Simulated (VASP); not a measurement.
Data:

```
V
1.0
   -1.47571     1.47571     1.47571
    1.47571    -1.47571     1.47571
    1.47571     1.47571    -1.47571
V
1
Direct
  0.00000   0.00000   0.00000
```

These are PBE GGA with D3 dispersion (Becke-Johnson damping), VASP's PBE PAW potentials (set 64) (plane waves; VASP) values and carry that method's errors. Numerical set-up: 520 eV cut-off, Gaussian smearing of 0.050 eV, potentials V_sv.

Q: Estimate the band gap (along the path) with the smallest direct gap where there is one.

A: 
| Item | Value |
|---|---|
| band gap (along the path) | none (metal, semimetal or under 0.01 eV) |

Total energies compare only between runs with the same potentials, cut-off and functional.

The compound is V in the bcc structure. It was relaxed first, which changed the volume by -8 %. The run is not spin-polarised, so no magnetic state was tried.
